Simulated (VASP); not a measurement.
An input for Ansatz (written as the equivalent of a VASP run, and not itself run):

Ansatz 0.2 input:
```yaml
crystal:
  lattice:
    - [5.5736936, 0.0000000, 0.0000000]
    - [0.0000000, 5.5736936, 0.0000000]
    - [0.0000000, 0.0000000, 5.5736936]
  atoms:
    - { symbol: Cs, position: [0.0000000, 0.0000000, 0.0000000] }
    - { symbol: Pb, position: [0.5000000, 0.5000000, 0.5000000] }
    - { symbol: Cl, position: [0.5000000, 0.0000000, 0.5000000] }
    - { symbol: Cl, position: [0.0000000, 0.5000000, 0.5000000] }
    - { symbol: Cl, position: [0.5000000, 0.5000000, 0.0000000] }
kpoints:
  mp_grid: { grid: [4, 4, 4] }
hamiltonian:
  xc: r2scan
  dispersion: rvv10
  pseudopotentials: { kind: paw }
scf:
  occupations: { method: gaussian, width: 0.05 }
  max_iter: 100
output: { forces: true, stress: true, eigenvalues: true }
```

Task: Translate this input to VASP (INCAR, KPOINTS, POSCAR, choice of POTCAR).

Result: Several could match; the one computed here: 
POSCAR:
```
CsPbCl3
1
    5.5736935898     0.0000000000     0.0000000000
    0.0000000000     5.5736935898     0.0000000000
    0.0000000000     0.0000000000     5.5736935898
Cs Pb Cl
1 1 3
Direct
  0.0000000000   0.0000000000   0.0000000000
  0.5000000000   0.5000000000   0.5000000000
  0.5000000000   0.0000000000   0.5000000000
  0.0000000000   0.5000000000   0.5000000000
  0.5000000000   0.5000000000   0.0000000000
```

KPOINTS:
```
Automatic mesh
0
Gamma
4 4 4
0 0 0
```

### INCAR
```
! general
SYSTEM  =CsPbCl3
PREC    =Accurate
ENCUT   =520
LREAL   =.False.
LASPH   =.True.

! electronic loop
EDIFF   =1E-7
NELM    =100
ALGO    =Normal
LMAXMIX =4
LMIXTAU =.True.

! smearing
ISMEAR  =0
SIGMA   =0.05

! functional
METAGGA =R2SCAN
LUSE_VDW=.True.
BPARAM  =11.95
CPARAM  =0.0093

! ions
ISIF    =2

! output
LWAVE   =.False.
LCHARG  =.False.
```

POTCAR, in this order: Cs_sv Pb_d Cl (PBE.64 set). Program: vasp_std.

What does not carry over: each code has its own PAW files, so the cut-off isn't converted (ENCUT is set for VASP's; basis.ecutwfc is left out, and Ansatz then takes the one that its files recommend); Ansatz stops its SCF on the density residual and VASP on the energy change (EDIFF).

The compound is CsPbCl3 in the cubic perovskite structure, the ideal cubic form; the compound distorts at low or room temperature. This cell is one point of a volume scan, at 0.97 of the reference volume.
